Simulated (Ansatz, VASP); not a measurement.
# SiC: VASP beside Ansatz, part 2 of 2

Aim: how closely do two programs agree when they are given the same cell, functional and k mesh? The cell is taken from a series of runs on this material, whose earlier steps may have relaxed, scaled, displaced or heated it; both programs get it as it stands.

VASP 6.6.1 and Ansatz 0.2.0.

So far: Starting point; VASP: relaxation of cell and atoms, r2SCAN.

## Step 3: Ansatz: relaxation of cell and atoms, r2SCAN

Level of this step: Ansatz beside VASP: Kohn-Sham DFT, plane waves, r2SCAN (Ansatz).

Ansatz runs on its default PAW (the set named soft_2) files.

The same cell, functional, mesh and smearing now go to Ansatz, which takes its cutoff from its data sets.

input.yaml reads:

```yaml
crystal:
  lattice:
    - [3.079, 0.0, 0.0]
    - [-1.5395, 2.6664922183, 0.0]
    - [0.0, 0.0, 20.146]
  atoms:
    - { symbol: Si, position: [0.3333333333, 0.6666666667, 0.25] }
    - { symbol: Si, position: [0.6666666667, 0.3333333333, 0.75] }
    - { symbol: Si, position: [0.3333333333, 0.6666666667, 0.625] }
    - { symbol: Si, position: [0.6666666667, 0.3333333333, 0.125] }
    - { symbol: Si, position: [0.0, 0.0, 0.0] }
    - { symbol: Si, position: [0.0, 0.0, 0.5] }
    - { symbol: Si, position: [0.3333333333, 0.6666666667, 0.875] }
    - { symbol: Si, position: [0.6666666667, 0.3333333333, 0.375] }
    - { symbol: C, position: [0.3333333333, 0.6666666667, 0.969] }
    - { symbol: C, position: [0.6666666667, 0.3333333333, 0.469] }
    - { symbol: C, position: [0.0, 0.0, 0.094] }
    - { symbol: C, position: [0.0, 0.0, 0.594] }
    - { symbol: C, position: [0.3333333333, 0.6666666667, 0.344] }
    - { symbol: C, position: [0.6666666667, 0.3333333333, 0.844] }
    - { symbol: C, position: [0.3333333333, 0.6666666667, 0.719] }
    - { symbol: C, position: [0.6666666667, 0.3333333333, 0.219] }
kpoints:
  mp_grid: { grid: [9, 9, 2] }
hamiltonian:
  xc: r2scan
scf:
  occupations: { method: gaussian, width: 0.02 }
output:
  forces: true
  stress: true
  eigenvalues: true
relax:
  adjacent_minimum: "off"
  f_tol: 0.005
  max_steps: 60
  cell: { stress_tol: 0.03 }
```

On the command line:

```bash
$ ansatz run input.yaml --threads 4 --pin off --max-ram 16384MiB --backend cpu --events-out ev --progress --plain --runs-dir out
```

Numbers of over 12 decimals in the logs are rounded to 6 here.

Log:

```text
Engine: ansatz 0.2.0, aarch64-unknown-linux-gnu
Pseudopotentials: kind: paw
Pseudopotential: Si, paw, valence charge 4, recommended cutoff 500 eV (meta_gga), Si.paw.azcp
Pseudopotential: C, paw, valence charge 4, recommended cutoff 500 eV (meta_gga), C.paw.azcp
Functional definition: r2SCAN
  parameter k0 = 0.174
  parameter k1 = 0.065
  parameter a1 = 4.9479
  exchange = r2scan_x(k0 = k0, k1 = k1, a1 = a1)
  correlation = r2scan_c
Crystal: 16 atoms, lattice volume = 165.401 Å³
Basis set: ecut = 500 eV, 4225 PW (Γ), exchange–correlation on 96×96×600 points (64 copies of the dense FFT grid, shifted against one another)
Bands: 48, of which v1, the nominal top of the filled ones, is band 32 counted from 1 (31 counted from 0)
Symmetry: 12 space group operations
Space group: P63mc (ITA 186), of the structure as read, at distance tolerance 5.5e-5 Å
k-points: 24 of 162
Non-local potential: Si, projectors of the file, l = 0: 2, l = 1: 2, l = 2: 2
Non-local potential: C, projectors of the file, l = 0: 2, l = 1: 2, l = 2: 1
PAW form: soft (Blöchl's): semilocal exchange-correlation on the pseudo side does not see the compensation charge
PAW frozen core: Si, regenerated for the run's functional (the file was generated under x = pbe(κ = 0.804, μ = 0.219515), c = pbe(β = 0.066725))
PAW frozen core: C, regenerated for the run's functional (the file was generated under x = pbe(κ = 0.804, μ = 0.219515), c = pbe(β = 0.066725))
PAW one-centre angular grid: Si, 302 points (default); XC on 160 Gauss nodes
PAW one-centre angular grid: C, 302 points (default); XC on 239 of its mesh's 2573 points in the sphere
Initial density: superposition of atomic densities (neutral atoms: chi_scale 0, normalization atom), corrected by the library's trained network
Initial wavefunctions: pseudopotential atomic-orbital guess
Functional: x = r2scan, c = r2scan; τ floored in thin density (d = 2e-4 eV/Å³)
SCF iter   1: F=—  HF=-7130.316749 eV  |F-HF|=—  |Δ(HF+E_count)|=         —  Δρ=5.81e-3  dr2=3.75e-2  dr2_τ=1.55e0  ethr=1.77e-3  ⟨swp⟩=7.1  Hψ=5757  notcnv=0  defer=64
preconditioner: auto → none  [insulator: Δε(μ)=2.201 eV  Ē_g=12.802 eV  σ=0.020 eV  W_gap=1.00  n_scr=14 (ndim 8)  ℏωp=23.1 eV  f_vac=0.000  D(μ)=0.00/eV (n_scr^D=0)  ε∞_Penn≈4.3]
SCF iter   2: F=—  HF=-7130.671392 eV  |F-HF|=—  |Δ(HF+E_count)|=   3.55e-1  Δρ=4.05e-3  dr2=1.54e-2  dr2_τ=3.10e-4  ethr=5.87e-5  ⟨swp⟩=3.0  Hψ=2354  notcnv=0  defer=264
SCF iter   3: F=—  HF=-7130.678868 eV  |F-HF|=—  |Δ(HF+E_count)|=   7.48e-3  Δρ=1.93e-3  dr2=3.82e-2  dr2_τ=4.71e-4  ethr=2.41e-5  ⟨swp⟩=3.1  Hψ=2039  notcnv=0  defer=264  recentre
SCF iter   4: F=—  HF=-7130.671489 eV  |F-HF|=—  |Δ(HF+E_count)|=   7.38e-3  Δρ=6.84e-4  dr2=1.82e-3  dr2_τ=2.65e-5  ethr=2.41e-5  ⟨swp⟩=3.2  Hψ=1849  notcnv=0  defer=264
SCF iter   5: F=—  HF=-7130.671163 eV  |F-HF|=—  |Δ(HF+E_count)|=   3.26e-4  Δρ=3.01e-4  dr2=1.26e-4  dr2_τ=1.21e-5  ethr=2.84e-6  ⟨swp⟩=2.1  Hψ=1686  notcnv=0  defer=264
SCF iter   6: F=—  HF=-7130.671151 eV  |F-HF|=—  |Δ(HF+E_count)|=   1.17e-5  Δρ=7.07e-5  dr2=4.62e-6  dr2_τ=1.68e-7  ethr=1.98e-7  ⟨swp⟩=2.2  Hψ=1573  notcnv=0  defer=264
SCF iter   7: F=—  HF=-7130.671082 eV  |F-HF|=—  |Δ(HF+E_count)|=   6.92e-5  Δρ=1.72e-5  dr2=8.85e-7  dr2_τ=3.78e-8  ethr=7.22e-9  ⟨swp⟩=2.1  Hψ=1715  notcnv=0  defer=264
SCF iter   8: F=—  HF=-7130.671082 eV  |F-HF|=—  |Δ(HF+E_count)|=   1.08e-7  Δρ=7.74e-6  dr2=1.51e-7  dr2_τ=2.59e-9  ethr=1.38e-9  ⟨swp⟩=2.0  Hψ=1410  notcnv=0  defer=264
SCF iter   9: F=-7130.671082 eV  HF=-7130.671082 eV  |F-HF|=5.38e-9  |Δ(HF+E_count)|=   1.57e-8  Δρ=4.00e-6  dr2=1.35e-8  dr2_τ=2.74e-10  ethr=1.56e-10  ⟨swp⟩=12.5  Hψ=5769  notcnv=0
SCF 1 converged in 9 iterations: F = -7130.671082 eV  dr2 = 1.35e-8
  greatest PAW one-centre occupation: 0.659 electrons in one spin orbital (limit 2), on the C atom at site 12 (counted from 0), in its partial waves of l = 0
relax step   1: F+E_penalty+E_count = -7130.67108202 eV  Δ(F+E_penalty+E_count) = +0.000e0 eV  max|allowed force component| = 1.695e-1 eV/Å  Δτ_max = 0.0000 Å  P = -0.104 GPa  Ω = 165.401 Å³  (9 SCF iters, dr2 threshold 1.00e-7 eV, accepted)
[...]
relax step   4: F+E_penalty+E_count = -7130.67319360 eV  Δ(F+E_penalty+E_count) = -3.911e-5 eV  max|allowed force component| = 4.717e-3 eV/Å  Δτ_max = 0.0007 Å  P = +0.004 GPa  Ω = 165.320 Å³  energy of the carried Pulay correction = +1.045e-5 eV  (5 SCF iters, dr2 threshold 2.33e-8 eV, accepted)
[...]
relax step   5: F+E_penalty+E_count = -7130.67317761 eV  Δ(F+E_penalty+E_count) = +1.599e-5 eV  max|allowed force component| = 4.655e-3 eV/Å  Δτ_max = 0.0000 Å  P = +0.004 GPa  Ω = 165.320 Å³  stress off target by 1.52e-2 GPa  SCF on the basis re-selected at this cell (its energy is not comparable with the rows above)  (5 SCF iters)
basis re-selected at this cell: Δ(F+E_penalty+E_count) = +1.599e-5 eV, ΔP = +0.000 GPa vs the last step (what re-selecting the basis moved, of the pressure what is left beyond the Pulay correction that the steps carried, after the strain that the cell walked since its last selection, with what the two solves' SCF thresholds leave and, on support functions, any second-order correction that the steps lacked; it is no m [...]
SCF converged after 5 iterations
Free energy (F): -7130.673178 eV
Harris-Foulkes:  -7130.673178 eV  (|F-HF|=9.09e-13)
Internal energy: -7130.673178 eV  (E = F + TS)
E sigma→0 (E₀):  -7130.673178 eV
Fermi energy:    10.539014 eV
--- Per-component energies (eV) ---
  E_band       = 204.564503
  E_kinetic    = 1088.408505
  E_local      = -830.022251  (includes V_loc(G=0)·N_el)
  E_nonlocal   = 402.924000
  E_hartree    = 260.518448
  E_xc         = -810.933414
  E_vxc        = -949.210376  (∫ρ·V_xc dr)
  E_paw        = -4962.329624  (= ΣΔE_a)
  E_vpaw       = -73.130477  (= ΣTr[D̂ρ^β])
  E_aug_tail   = 0.000066  (compensation charges beyond the density's cutoff)
  E_vtau       = 44.558206  (kinetic-family band-sum trace: ∫τ·v_τ [+ j·A + Jᵃ·Aᵃ] dr)
  E_ewald      = -2278.429253
  E_core_change = -0.809654  (= ΣΔE_core)
  E_smearing   = -0.000000  (= −TS)
  E_closure    = 0.000000  (closes the sum)
  Σ components = -7130.673178   (vs F -7130.673178, Δ=0.00e0)
--- Forces (eV/Å), atoms counted from 1 ---
  atom   1  Si     0.00000000    -0.00000000     0.00067776
  atom   2  Si     0.00000000     0.00000000     0.00067776
  atom   3  Si     0.00000000     0.00000000    -0.00259563
  atom   4  Si    -0.00000000    -0.00000000    -0.00259563
  atom   5  Si    -0.00000000    -0.00000000    -0.00051317
  atom   6  Si     0.00000000     0.00000000    -0.00051317
  atom   7  Si     0.00000000    -0.00000000     0.00235504
  atom   8  Si     0.00000000     0.00000000     0.00235504
  atom   9  C      0.00000000     0.00000000     0.00122856
  atom  10  C      0.00000000    -0.00000000     0.00122856
  atom  11  C      0.00000000     0.00000000    -0.00043612
  atom  12  C     -0.00000000    -0.00000000    -0.00043612
  atom  13  C      0.00000000    -0.00000000    -0.00465251
  atom  14  C      0.00000000     0.00000000    -0.00465251
  atom  15  C     -0.00000000    -0.00000000     0.00395870
  atom  16  C     -0.00000000     0.00000000     0.00395870
  max |Σ_I F_I| component: 4.52e-5 eV/Å
--- Stress (GPa, compression-positive) ---
        0.013800       0.000000       0.000000
        0.000000       0.013800       0.000000
        0.000000       0.000000      -0.015247
  P = ⅓ Tr σ = 0.0041 GPa (0.041 kbar)
--- Band table (eV; the first three rows and the last of 24) ---
  k-point 0: bands = [... 28 lower, 9.2304, 9.3866, 9.4150, 9.4150, 15.1909, 15.2584, 15.5839, 15.8521, ... 12 higher]
  k-point 1: bands = [... 28 lower, 9.3581, 9.3581, 9.3581, 9.3581, 15.2197, 15.2197, 15.6936, 15.6936, ... 12 higher]
  k-point 2: bands = [... 28 lower, 9.0261, 9.0708, 9.2522, 9.3198, 15.3588, 15.5091, 15.6265, 16.0254, ... 12 higher]
  k-point 23: bands = [... 28 lower, 6.6978, 6.6978, 7.3114, 7.3114, 13.4326, 13.4326, 13.8213, 13.8213, ... 12 higher]
--- Relaxed structure (4 steps of the walk, 4 accepted, 1 SCFs on fresh bases) ---
  F+E_penalty+E_count = -7130.67317761 eV   max|allowed force component| = 4.655e-3 eV/Å   (the final SCF, on the basis selected at the relaxed cell)
  cell:  # Å, volume = 165.3203 Å³
    - [3.078889, 0, 0]
    - [-1.539444, 2.666396, 0]
    - [0, 0, 20.137590]
  atoms:
    - { symbol: Si, position: [0.333333, 0.666667, 0.250106] }
    - { symbol: Si, position: [0.666667, 0.333333, 0.750106] }
    - { symbol: Si, position: [0.333333, 0.666667, 0.624994] }
    - { symbol: Si, position: [0.666667, 0.333333, 0.124994] }
    - { symbol: Si, position: [0, 0, 9.588707064749389e-5] }
    - { symbol: Si, position: [0, 0, 0.500096] }
    - { symbol: Si, position: [0.333333, 0.666667, 0.875187] }
    - { symbol: Si, position: [0.666667, 0.333333, 0.375187] }
    - { symbol: C, position: [0.333333, 0.666667, 0.968920] }
    - { symbol: C, position: [0.666667, 0.333333, 0.468920] }
    - { symbol: C, position: [0, 0, 0.093857] }
    - { symbol: C, position: [0, 0, 0.593857] }
    - { symbol: C, position: [0.333333, 0.666667, 0.344127] }
    - { symbol: C, position: [0.666667, 0.333333, 0.844127] }
    - { symbol: C, position: [0.333333, 0.666667, 0.718714] }
    - { symbol: C, position: [0.666667, 0.333333, 0.218714] }
```

## Step 4: Comparison

Known differences besides the potentials themselves: VASP keeps PBE cores, Ansatz makes them for the functional; the cutoff is 500 eV in Ansatz and 660 eV in VASP; Ansatz adds a Pulay correction to the stress that steers its cell, VASP none. Total energies have different zeros and are not compared.

Both answers:

```
                                         quantity  Ansatz    VASP  difference
                                      volume (Å³)  165.32  165.02     +0.18 %
edge a after relaxation, in the typed setting (Å)   3.079   3.077     +0.06 %
edge c after relaxation, in the typed setting (Å)  20.138  20.125     +0.07 %
```

## Step 5: Ansatz: relaxation of cell and atoms, r2SCAN with rVV10

The relaxed volume is the usual yardstick between codes: in a stiff, nearly cubic crystal its relative difference is about their pressure difference at one cell divided by the bulk modulus.

The cell is taken from a series of runs on this material, whose earlier steps may have relaxed, scaled, displaced or heated it; both programs get it as it stands.

Changes to input.yaml since step 3:

```diff
@@ -26,2 +26,3 @@
   xc: r2scan
+  dispersion: rvv10
 scf:
```

Log:

```text
[...]
Crystal: 16 atoms, lattice volume = 165.401 Å³
Basis set: ecut = 500 eV, 4225 PW (Γ), exchange–correlation on 108×108×720 points (64 copies of the dense FFT grid, shifted against one another)
Bands: 48, of which v1, the nominal top of the filled ones, is band 32 counted from 1 (31 counted from 0)
Symmetry: 12 space group operations
[...]
k-points: 24 of 162
[...]
- { symbol: C, position: [0.333333, 0.666667, 0.968923] }
    - { symbol: C, position: [0.666667, 0.333333, 0.468923] }
    - { symbol: C, position: [0, 0, 0.093854] }
    - { symbol: C, position: [0, 0, 0.593854] }
    - { symbol: C, position: [0.333333, 0.666667, 0.344122] }
    - { symbol: C, position: [0.666667, 0.333333, 0.844122] }
    - { symbol: C, position: [0.333333, 0.666667, 0.718716] }
    - { symbol: C, position: [0.666667, 0.333333, 0.218716] }
[key lines of the parts left out:]
SCF converged after 5 iterations
Free energy (F): -7125.964287 eV
Fermi energy:    10.556447 eV
P = ⅓ Tr σ = 0.0008 GPa (0.008 kbar)
```

## Step 6: VASP: relaxation of cell and atoms, r2SCAN with rVV10

The same cell, functional, mesh and smearing now go to VASP, with its own data sets.

INCAR reads:

```
SYSTEM = SiC
PREC = Accurate
ENCUT = 660
EDIFF = 1E-07
NELM = 120
ISMEAR = 0
SIGMA = 0.02
LREAL = .FALSE.
ALGO = Normal
METAGGA = R2SCAN
LUSE_VDW = .TRUE.
IVDW_NL = 2
BPARAM = 11.95
CPARAM = 0.0093
LASPH = .TRUE.
NBANDS = 48
LORBIT = 11
LWAVE = .FALSE.
LCHARG = .FALSE.
ISIF = 3
IBRION = 2
NSW = 80
EDIFFG = -0.005
GGA_COMPAT = .FALSE.
NELMIN = 4
EFERMI = MIDGAP
LMIXTAU = .TRUE.
KPAR = 4
```

POSCAR reads:

```
SiC
1.0
    3.0790000000      0.0000000000      0.0000000000
   -1.5395000000      2.6664920000      0.0000000000
    0.0000000000      0.0000000000     20.1460000000
Si C
8 8
Direct
    0.3333331459      0.6666666668      0.2500000000
    0.6666664793      0.3333333334      0.7500000000
    0.3333331459      0.6666666668      0.6250000000
    0.6666664793      0.3333333334      0.1250000000
    0.9999998126      0.0000000001      0.0000000000
    0.9999998126      0.0000000001      0.5000000000
    0.3333331459      0.6666666668      0.8750000000
    0.6666664793      0.3333333334      0.3750000000
    0.3333331459      0.6666666668      0.9690000000
    0.6666664793      0.3333333334      0.4690000000
    0.9999998126      0.0000000001      0.0940000000
    0.9999998126      0.0000000001      0.5940000000
    0.3333331459      0.6666666668      0.3440000000
    0.6666664793      0.3333333334      0.8440000000
    0.3333331459      0.6666666668      0.7190000000
    0.6666664793      0.3333333334      0.2190000000
```

KPOINTS reads:

```
Automatic mesh
0
Gamma
9 9 2
0 0 0
```

The projector-augmented-wave data sets are Si and C (PBE family, release 64).

On the command line:

```bash
$ mpirun -np 4 vasp_std
```

Log:

```text
[banner, memory and clock lines left out]
running    4 mpi-ranks, on    1 nodes
[...]
|                                                                             |
|               ----> ADVICE to this user running VASP <----                  |
|                                                                             |
|     You have switched on vdW-DFT.                                           |
|     This routine was written and supplied by Jiri Klimes. We recommend      |
|     that you carefully read and cite the following publications:            |
|       J. Klimes, D.R. Bowler, A. Michelides                                 |
|          J. Phys.: Cond Matt. 22 022201 (2010)                              |
|       J. Klimes, D.R. Bowler, A. Michelides                                 |
|          Phys. Rev. B. 83, 195131 (2011)                                    |
|     and references therein.                                                 |
|                                                                             |

[...]
DAV:  11    -0.153535139434E+03    0.13100E+01   -0.44443E-02  2704   0.132E+00    0.392E-01
Total rVV10 correction in eV:      0.8285446    75.3158952
[...]
Total rVV10 correction in eV:      0.8378380    75.3158952
DAV:   4    -0.153813745932E+03   -0.16804E-07   -0.59121E-08  1320   0.120E-03
Total rVV10 correction in eV:      0.8378384    75.3158952
Total rVV10 correction in eV:      0.8378384    75.3158952
Total rVV10 correction in eV:      0.8378384    75.3158952
Total rVV10 correction in eV:      0.8378384    75.3158952
Total rVV10 correction in eV:      0.8378382    75.3158952
Total rVV10 correction in eV:      0.8378382    75.3158952
Total rVV10 correction in eV:      0.8378382    75.3158952
Total rVV10 correction in eV:      0.8378382    75.3158952
   5 F= -.15381375E+03 E0= -.15381375E+03  d E =-.217138E-03
[...]
6 F= -.15381379E+03 E0= -.15381379E+03  d E =-.480799E-04
[...]
7 F= -.15381379E+03 E0= -.15381379E+03  d E =-.487814E-04
[...]
8 F= -.15381380E+03 E0= -.15381380E+03  d E =-.768387E-05
 trial-energy change:   -0.000008  1 .order   -0.000007   -0.000023    0.000008
 step:   0.6471(harm=  0.6471)  dis= 0.00029  next Energy=  -153.813803 (dE=-0.843E-05)
 reached required accuracy - stopping structural energy minimisation
```

OUTCAR, selected parts (step 6):

```text
  Total        0.0100075      0.0100075      0.0088059      0.0000000      0.0000000     -0.0000000
  in kB        0.0974101      0.0974101      0.0857139      0.0000000      0.0000000     -0.0000000
  external PRESSURE =       0.0935114 kB  Pullay stress =       0.0000000 kB

 POSITION                                       TOTAL-FORCE (eV/Angst)
 -----------------------------------------------------------------------------------
     -0.00000      1.77503      5.02911         0.000000      0.000000      0.000428
      1.53722      0.88751     15.08314        -0.000000     -0.000000      0.000428
     -0.00000      1.77503     12.56723        -0.000000     -0.000000      0.003426
      1.53722      0.88751      2.51320        -0.000000      0.000000      0.003426
      3.07444      0.00000      0.00195        -0.000000     -0.000000      0.000702
      3.07444      0.00000     10.05598        -0.000000      0.000000      0.000702
     -0.00000      1.77503     17.59853        -0.000000      0.000000     -0.002642
      1.53722      0.88751      7.54450         0.000000     -0.000000     -0.002642
     -0.00000      1.77503     19.48327         0.000000     -0.000000     -0.001376
      1.53722      0.88751      9.42924         0.000000      0.000000     -0.001376
      3.07444      0.00000      1.88717        -0.000000     -0.000000      0.000294
      3.07444      0.00000     11.94120        -0.000000      0.000000      0.000294
     -0.00000      1.77503      6.91957        -0.000000      0.000000      0.002569
      1.53722      0.88751     16.97360         0.000000      0.000000      0.002569
     -0.00000      1.77503     14.45201        -0.000000     -0.000000     -0.003402
      1.53722      0.88751      4.39798        -0.000000      0.000000     -0.003402
 -----------------------------------------------------------------------------------
    total drift:                                0.001397     -0.000024      0.001810

  FREE ENERGIE OF THE ION-ELECTRON SYSTEM (eV)
  ---------------------------------------------------
  free  energy   TOTEN  =      -153.8138023977 eV

  energy  without entropy=     -153.8138023977  energy(sigma->0) =     -153.81380240

[... 2 parts as in an earlier step ...]

[... 2 further parts left out ...]
[key lines of the parts left out:]
E-fermi :   9.1944
```

## Step 7: Comparison

The two programs side by side:

```
                                         quantity  Ansatz    VASP  difference
                                      volume (Å³)  164.86  164.60     +0.16 %
edge a after relaxation, in the typed setting (Å)   3.076   3.074     +0.06 %
edge c after relaxation, in the typed setting (Å)  20.119  20.108     +0.05 %
```

## Step 8: Results

| Quantity | Value |
| --- | --- |
| difference in volume (relaxation of cell and atoms, r2SCAN) | 0.18 % |
| difference in volume (relaxation of cell and atoms, r2SCAN with rVV10) | 0.16 % |

**Reading.** The difference in volume is 0.18 % (relaxation of cell and atoms, r2SCAN), within the 1.2 % picked in this series as the mark of a large difference, as far as the stopping tolerances let one tell. Such differences can come from data sets, numerical settings and the points named under the comparisons, not from the functional's error against experiment.

[Lines on the potential files, build, host, timing and source positions are cut from VASP's logs without a mark.]

[Logs are printed without paths, hosts, clocks, repeated set-up lines and the standing remarks that a program may print on its own settings, such as how far it seeks lower states.]

[Hosts, paths, dates, database ids (printed as entryN), source tags and the programs' standing remarks are cut or masked in the printed files.]
